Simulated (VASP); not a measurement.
OSZICAR of a VASP run on NbSb (relaxed from the zinc blende structure, space group F-43m):

**OSZICAR**
```
       N       E                     dE             d eps       ncg     rms          rms(c)
DAV:   1     0.729963964721E+02    0.72996E+02   -0.78494E+03   998   0.105E+03
DAV:   2    -0.476066345417E+02   -0.12060E+03   -0.11743E+03  1130   0.330E+02
DAV:   3    -0.554637814369E+02   -0.78571E+01   -0.75539E+01  1432   0.694E+01
DAV:   4    -0.560930423301E+02   -0.62926E+00   -0.62059E+00  1388   0.186E+01
DAV:   5    -0.561199852187E+02   -0.26943E-01   -0.26857E-01  1507   0.317E+00    0.798E+00
DAV:   6    -0.490357146010E+02    0.70843E+01   -0.53272E+00  1474   0.272E+01    0.270E+00
DAV:   7    -0.488687206719E+02    0.16699E+00   -0.10925E+00  1025   0.853E+00    0.192E+00
DAV:   8    -0.487648590180E+02    0.10386E+00   -0.47915E-01   980   0.530E+00    0.987E-01
DAV:   9    -0.485249492352E+02    0.23991E+00   -0.14137E-01  1118   0.349E+00    0.495E-01
DAV:  10    -0.488446860382E+02   -0.31974E+00   -0.19137E-01  1020   0.432E+00    0.267E-01
DAV:  11    -0.488442911469E+02    0.39489E-03   -0.31713E-02  1232   0.131E+00    0.197E-01
DAV:  12    -0.488433267935E+02    0.96435E-03   -0.21360E-03  1373   0.433E-01    0.124E-01
DAV:  13    -0.488515289245E+02   -0.82021E-02   -0.19605E-02   940   0.106E+00    0.568E-02
DAV:  14    -0.488528721605E+02   -0.13432E-02   -0.46266E-03   930   0.648E-01    0.193E-02
DAV:  15    -0.488528160377E+02    0.56123E-04   -0.15110E-03   940   0.389E-01    0.373E-02
DAV:  16    -0.488538781819E+02   -0.10621E-02   -0.64043E-04  1145   0.224E-01    0.135E-02
DAV:  17    -0.488538612747E+02    0.16907E-04   -0.60777E-05  1144   0.697E-02    0.109E-02
DAV:  18    -0.488539471050E+02   -0.85830E-04   -0.66024E-05  1060   0.724E-02    0.717E-03
DAV:  19    -0.488539559388E+02   -0.88338E-05   -0.10403E-05  1299   0.297E-02    0.457E-03
DAV:  20    -0.488539559961E+02   -0.57302E-07   -0.35770E-07   623   0.505E-03
   1 F= -.48853956E+02 E0= -.48854311E+02  d E =-.488540E+02
```

**Question.** Which electronic solver shows in the log?

**Answer.** It is blocked Davidson (ALGO = Normal, or the opening steps of other solvers). The INCAR had ALGO = Normal.

**Question.** Can the final energy be trusted as converged?

**Answer.** The calculation finished and met its thresholds. It stopped with EDIFF = 1E-6, NELM = 100, NSW = 60 and EDIFFG = -0.01 after 1 ionic step (r2SCAN meta-GGA, plane waves, VASP's PBE PAW potentials (set 64)).

The structure was generated: NbSb was put into the zinc blende type (F-43m), which need not be its known phase. It was relaxed first, which changed the volume by -28 %. The start is the result of an earlier pass.
